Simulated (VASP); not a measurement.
Re (hcp) relaxed at rising pressure, in one space group throughout; other phases were not tried. The pressures are those reached. Method: PBEsol GGA, VASP's PBE PAW potentials (set 64) (plane waves; VASP).

| P (GPa) | V (Å³/atom) | k-mesh |
|---|---|---|
| 0.10 | 14.552 | 15×15×8 |
| 4.87 | 14.385 | 15×15×8 |
| 9.86 | 14.222 | 15×15×8 |
| 19.91 | 13.920 | 15×15×8 |
| 29.97 | 13.644 | 15×15×9 |

A change of mesh leaves a small step in the series.

Q: Fit an equation of state and predict the volume at 45.19 GPa.

A: Least squares on the third-order Birch-Murnaghan form, P = (3B0/2)(y⁷ − y⁵)[1 + (3/4)(B′ − 4)(y² − 1)] with y = (V0/V)^(1/3), gives V0 = 14.555 Å³/atom, B0 = 408 GPa and B′ = 4.0, and so 13.273 Å³/atom. The run gave 13.276 Å³/atom, +0.0 % from the fit.

Pressures at which the relaxation failed are left out.

The compound is Re in the hcp structure.
